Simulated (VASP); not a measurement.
All values below come from PBE GGA, VASP's PBE PAW potentials (set 64) (plane waves; VASP 6.6.1).

VASP input:

### POSCAR
```
ZnS
1
    1.9624798910    -3.3991148357     0.0000000000
    1.9624798910     3.3991148357     0.0000000000
    0.0000000000     0.0000000000     6.4290374797
Zn S
2 2
Direct
  0.6666670000   0.3333330000   0.5001174349
  0.3333330000   0.6666670000   0.0001174349
  0.6666670000   0.3333330000   0.8748825651
  0.3333330000   0.6666670000   0.3748825651
```

INCAR:
```
NELM = 100   # most electronic steps
NSW = 30
IBRION = 2
EDIFF = 1E-7   # SCF stop (eV)
SYSTEM = ZnS
LREAL = F
LASPH = T
ENCUT = 520   # plane-wave cut-off (eV)
EDIFFG = -0.01   # ionic stop
GGA = PE   # PBE
ALGO = Normal   # blocked Davidson
ISMEAR = 0   # Gaussian
PREC = Accurate
LMAXMIX = 4
LCHARG = F
SIGMA = 0.05   # width (eV)
LWAVE = F
ISIF = 4
```

**KPOINTS**
```
Regular mesh
0
gamma
  7 7 4
0 0 0
```

POTCAR, in this order: Zn S (PBE.64 set). Program: vasp_std.

The resulting files:

OUTCAR:
```
 ion  position               nearest neighbor table
   1  0.667  0.333  0.500-   4 2.40   4 2.40   4 2.40   3 2.41
   2  0.333  0.667  0.000-   3 2.40   3 2.40   3 2.40   4 2.41
   3  0.667  0.333  0.875-   2 2.40   2 2.40   2 2.40   1 2.41
   4  0.333  0.667  0.375-   1 2.40   1 2.40   1 2.40   2 2.41
  LATTYP: Found a hexagonal cell.
 ALAT       =     3.9249597436
 C/A-ratio  =     1.6379881323
 Subroutine PRICEL returns:
 Original cell was already a primitive cell.
 Subroutine GETGRP returns: Found 12 space group operations
The static configuration has the point symmetry C_3v.
 The point group associated with its full space group is C_6v.
The dynamic configuration has the point symmetry C_3v.
 Subroutine INISYM returns: Found 12 space group operations
 Subroutine IBZKPT returns following result:
 Found     24 irreducible k-points:

 Following reciprocal coordinates:
            Coordinates               Weight
  0.000000  0.000000  0.000000      1.000000
  0.142857 -0.000000  0.000000      6.000000
  0.285714  0.000000  0.000000      6.000000
  0.428571  0.000000  0.000000      6.000000
  0.142857  0.142857  0.000000      6.000000
  0.285714  0.142857  0.000000     12.000000
  0.428571  0.142857  0.000000      6.000000
  0.285714  0.285714  0.000000      6.000000
  0.000000  0.000000  0.250000      2.000000
  0.142857 -0.000000  0.250000     12.000000
  0.285714  0.000000  0.250000     12.000000
  0.428571  0.000000  0.250000     12.000000
  0.142857  0.142857  0.250000     12.000000
  0.285714  0.142857  0.250000     24.000000
  0.428571  0.142857  0.250000     12.000000
  0.285714  0.285714  0.250000     12.000000
  0.000000  0.000000  0.500000      1.000000
  0.142857 -0.000000  0.500000      6.000000
  0.285714  0.000000  0.500000      6.000000
  0.428571  0.000000  0.500000      6.000000
...
```

### OSZICAR
```
       N       E                     dE             d eps       ncg     rms          rms(c)
DAV:   1     0.233720035695E+03    0.23372E+03   -0.17439E+04  1056   0.192E+03
DAV:   2     0.848312243297E+01   -0.22524E+03   -0.21936E+03  1106   0.374E+02
DAV:   3    -0.139697816343E+02   -0.22453E+02   -0.22325E+02  1272   0.118E+02
DAV:   4    -0.144907448397E+02   -0.52096E+00   -0.52025E+00  1230   0.187E+01
DAV:   5    -0.145002769329E+02   -0.95321E-02   -0.95308E-02  1302   0.247E+00    0.864E+00
DAV:   6    -0.136187447792E+02    0.88153E+00   -0.20268E+00  1622   0.415E+01    0.686E+00
DAV:   7    -0.136484696209E+02   -0.29725E-01   -0.17205E+00  1200   0.754E+00    0.313E+00
DAV:   8    -0.136369672672E+02    0.11502E-01   -0.13061E-01  1406   0.501E+00    0.967E-01
DAV:   9    -0.136366224745E+02    0.34479E-03   -0.17831E-02  1464   0.285E+00    0.239E-01
DAV:  10    -0.136368902075E+02   -0.26773E-03   -0.21949E-03  1236   0.414E-01    0.154E-01
DAV:  11    -0.136370619514E+02   -0.17174E-03   -0.11723E-04  1292   0.745E-02    0.687E-02
DAV:  12    -0.136371643478E+02   -0.10240E-03   -0.12739E-04  1170   0.715E-02    0.194E-02
DAV:  13    -0.136371643078E+02    0.39988E-07   -0.27433E-06  1314   0.114E-02    0.973E-03
DAV:  14    -0.136371655882E+02   -0.12804E-05   -0.48171E-06  1268   0.203E-02    0.457E-03
DAV:  15    -0.136371653579E+02    0.23020E-06   -0.82665E-07  1444   0.150E-02    0.178E-03
DAV:  16    -0.136371653693E+02   -0.11360E-07   -0.58293E-08   774   0.203E-03
   1 F= -.13637165E+02 E0= -.13637165E+02  d E =-.136372E+02
```

File OUTCAR:
```
------------------------ aborting loop because EDIFF is reached ----------------------------------------
  FORCE on cell =-STRESS in cart. coord.  units (eV):
  Direction    XX          YY          ZZ          XY          YZ          ZX
  --------------------------------------------------------------------------------------
  Total       -1.9004669     -1.9004669     -1.8906835      0.0000000     -0.0000000      0.0000000
  in kB      -35.4996352    -35.4996343    -35.3168872      0.0000000     -0.0000000      0.0000000
  external PRESSURE =     -35.4387189 kB  Pullay stress =       0.0000000 kB
  volume of cell :       85.77
      direct lattice vectors                 reciprocal lattice vectors
     1.962479891 -3.399114836  0.000000000     0.254779681 -0.147097119  0.000000000
     1.962479891  3.399114836  0.000000000     0.254779681  0.147097119  0.000000000
     0.000000000  0.000000000  6.429037480     0.000000000  0.000000000  0.155544279
  FREE ENERGIE OF THE ION-ELECTRON SYSTEM (eV)
  ---------------------------------------------------
  free  energy   TOTEN  =       -13.6371653693 eV

  energy  without entropy=      -13.6371653693  energy(sigma->0) =      -13.63716537

 reached required accuracy - stopping structural energy minimisation
```
(Selected blocks of OUTCAR.)

The compound is ZnS in the wurtzite structure, the high-temperature form. This cell is one point of a volume scan, at 1.06 of the reference volume.
